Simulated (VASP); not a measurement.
OSZICAR of a VASP run on TiB2 (AlB2 type):

OSZICAR:
```
       N       E                     dE             d eps       ncg     rms          rms(c)
DAV:   1     0.136053851959E+03    0.13605E+03   -0.94287E+03  2470   0.160E+03
DAV:   2    -0.128837698059E+02   -0.14894E+03   -0.14499E+03  2505   0.398E+02
DAV:   3    -0.233335698395E+02   -0.10450E+02   -0.10291E+02  3536   0.978E+01
DAV:   4    -0.237358829804E+02   -0.40231E+00   -0.40038E+00  3202   0.175E+01
DAV:   5    -0.237467416018E+02   -0.10859E-01   -0.10858E-01  3610   0.255E+00    0.167E+01
DAV:   6    -0.180060094372E+02    0.57407E+01   -0.30367E+01  3273   0.608E+01    0.408E+00
DAV:   7    -0.180117698789E+02   -0.57604E-02   -0.23480E+00  2842   0.190E+01    0.356E+00
DAV:   8    -0.180204078702E+02   -0.86380E-02   -0.18908E-01  3441   0.384E+00    0.111E+00
DAV:   9    -0.180217568273E+02   -0.13490E-02   -0.76647E-02  3166   0.401E+00    0.449E-01
DAV:  10    -0.180202566210E+02    0.15002E-02   -0.78744E-03  3335   0.119E+00    0.772E-02
DAV:  11    -0.180202506763E+02    0.59447E-05   -0.72330E-04  3079   0.353E-01    0.449E-02
DAV:  12    -0.180202450978E+02    0.55785E-05   -0.38999E-05  2790   0.784E-02    0.596E-03
DAV:  13    -0.180202446800E+02    0.41782E-06   -0.29062E-06  2905   0.212E-02    0.421E-03
DAV:  14    -0.180202466078E+02   -0.19279E-05   -0.35522E-07  2619   0.666E-03    0.123E-03
DAV:  15    -0.180202467478E+02   -0.14002E-06   -0.32305E-07  2637   0.675E-03    0.103E-03
DAV:  16    -0.180202472519E+02   -0.50404E-06   -0.46441E-08  1275   0.243E-03    0.165E-04
DAV:  17    -0.180202471868E+02    0.65091E-07   -0.56483E-09  1265   0.786E-04
   1 F= -.18020247E+02 E0= -.18020230E+02  d E =-.180202E+02
       N       E                     dE             d eps       ncg     rms          rms(c)
DAV:   1    -0.180271325765E+02   -0.68853E-02   -0.29560E-01  2645   0.888E+00    0.550E-01
DAV:   2    -0.180241573998E+02    0.29752E-02   -0.16195E-02  2493   0.132E+00    0.318E-01
DAV:   3    -0.180226856170E+02    0.14718E-02   -0.18026E-03  2817   0.575E-01    0.962E-02
DAV:   4    -0.180225392371E+02    0.14638E-03   -0.34664E-04  3120   0.236E-01    0.148E-02
DAV:   5    -0.180225345725E+02    0.46646E-05   -0.30806E-05  2614   0.671E-02    0.732E-03
DAV:   6    -0.180225344875E+02    0.85057E-07   -0.14299E-06  2746   0.152E-02    0.308E-03
DAV:   7    -0.180225346789E+02   -0.19139E-06   -0.13663E-07  2023   0.482E-03    0.367E-04
DAV:   8    -0.180225346942E+02   -0.15387E-07   -0.14897E-08  1300   0.171E-03
   2 F= -.18022535E+02 E0= -.18022553E+02  d E =-.228751E-02
```

Q: Which electronic solver shows in the log?

A: It is blocked Davidson (ALGO = Normal, or the opening steps of other solvers). The INCAR had ALGO = Normal.

Q: Can the final energy be trusted as converged?

A: The calculation finished and met its thresholds. It stopped with EDIFF = 1E-7, NELM = 100, NSW = 30 and EDIFFG = -0.01 after 2 ionic steps (vdW-DF2, plane waves, VASP's PBE PAW potentials (set 64)).

The compound is TiB2 in the AlB2 type structure. This cell is one point of a volume scan, at 0.94 of the reference volume. Symmetry was kept, so distortions that lower it aren't found.
